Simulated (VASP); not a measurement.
These are PBE GGA with D4 dispersion, VASP's PBE PAW potentials (set 64) (plane waves; VASP) values and carry that method's errors.

VASP input:

### INCAR
```
ISMEAR=1
EDIFFG=-0.01   ! ionic stop
PREC=Accurate
NSW=30   ! most ionic steps
LCHARG=.FALSE.
ALGO=Normal
EDIFF=1E-7
LMAXMIX=6
LWAVE=.FALSE.
SYSTEM=HfB2
IVDW=13   ! D4
IBRION=2   ! conjugate gradients
SIGMA=0.1   ! width (eV)
ENCUT=520
LREAL=.FALSE.
GGA=PE
NELM=100   ! most electronic steps
ISIF=4
LASPH=.TRUE.
```

### KPOINTS
```
kpoints
0
gamma
 11 11 9
0 0 0
```

### POSCAR
```
HfB2
1
    1.5304284975    -2.6507801389     0.0000000000
    1.5304284975     2.6507801389     0.0000000000
    0.0000000000     0.0000000000     3.3793454569
Hf B
1 2
Direct
  0.0000000000   0.0000000000   1.0000000000
  0.3333330000   0.6666670000   0.5000000000
  0.6666670000   0.3333330000   0.5000000000
```

POTCAR, in this order: Hf_pv B (PBE.64 set). Program: vasp_std.

Unless said otherwise, spin-orbit coupling is left out, though it shifts the bands of the heavy elements here.

What does the run give for the energy per atom (σ→0), dispersion energy, band gap (on the k-mesh)?

| Property | Value |
|---|---|
| energy per atom (σ→0) | -9.082 eV/atom |
| dispersion energy | -1.018 eV |
| band gap (on the k-mesh) | none (metal, semimetal or under 0.01 eV) |

OSZICAR:
```
...
   2 F= -.27245923E+02 E0= -.27245865E+02  d E =-.775052E-03
       N       E                     dE             d eps       ncg     rms          rms(c)
DAV:   1    -0.262277528436E+02   -0.44261E-03   -0.40773E-03  2060   0.564E-01    0.832E-02
DAV:   2    -0.262277217501E+02    0.31094E-04   -0.52972E-05  2340   0.664E-02    0.351E-02
DAV:   3    -0.262277086590E+02    0.13091E-04   -0.13506E-05  2352   0.301E-02    0.105E-02
DAV:   4    -0.262277079221E+02    0.73688E-06   -0.16357E-06  2516   0.107E-02    0.645E-03
DAV:   5    -0.262277079261E+02   -0.40668E-08   -0.72268E-08  1248   0.231E-03
   3 F= -.27245971E+02 E0= -.27245915E+02  d E =-.822630E-03
```

The compound is HfB2 in the AlB2 type structure. This cell is one point of a volume scan, at 0.94 of the reference volume. Symmetry was kept, so distortions that lower it aren't found.
